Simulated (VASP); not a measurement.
Here is the system:

```
CELL_PARAMETERS angstrom
      6.05138    -1.67534    -0.32433
      6.05138     1.67534    -0.32433
     -1.62542     0.00000     7.34612
ATOMIC_POSITIONS crystal
  Mg 0.37871 0.37871 0.26588
  Mg 0.06099 0.06099 0.61540
  Sn 0.99771 0.99771 0.01143
  Sn 0.66224 0.66224 0.34458
  Sn 0.34651 0.34651 0.65750
  Sn 0.72050 0.72050 0.93854
```

Method: PBEsol GGA, VASP's PBE PAW potentials (set 64) (plane waves; VASP). Numerical set-up: 400 eV cut-off, 11×11×5 Γ-centred mesh, tetrahedra with Blöchl corrections, potentials Mg Sn_d.

Unless said otherwise, spin-orbit coupling is left out, though it shifts the bands of the heavy elements here.

Question: Tabulate the total density of states (states/eV per cell) against energy (eV; zero at the valence-band maximum or, without a gap, the Fermi level).

Answer: 
```csv
E (eV),DOS (states/eV)
-9.94,0.99
-9.72,0.87
-9.51,1.17
-9.29,1.25
-9.07,1.26
-8.75,1.20
-8.53,1.21
-8.32,1.07
-8.10,1.73
-7.88,1.78
-7.67,1.94
-7.45,1.73
-7.23,1.60
-7.02,1.88
-6.80,1.98
-6.48,2.08
-6.26,2.19
-6.04,1.63
-5.83,1.50
-5.61,1.93
-5.39,1.60
-5.18,0.40
-4.96,0.33
-4.74,0.55
-4.53,0.98
-4.20,1.47
-3.99,2.59
-3.77,2.59
-3.55,2.80
-3.34,2.75
-3.12,2.72
-2.90,2.70
-2.69,2.20
-2.47,2.77
-2.25,2.80
-1.93,3.07
-1.71,2.85
-1.50,2.19
-1.28,2.56
-1.06,2.69
-0.85,2.67
-0.63,2.77
-0.41,3.05
-0.20,3.07
0.02,3.54
0.34,2.69
0.56,2.89
0.78,2.97
0.99,2.66
1.21,3.14
1.43,3.42
1.64,3.03
1.86,3.50
2.08,3.34
2.29,3.49
2.62,3.01
2.83,2.86
3.05,2.43
3.27,2.11
3.48,1.83
```
Within 2 eV below the Fermi level the largest weight inside VASP's projection spheres is Sn p, then Sn s.

The structure comes from a computed database's MgSn2 entry (Cm); how it stands against other phases isn't given here. It was relaxed first, which changed the volume by -6 %.
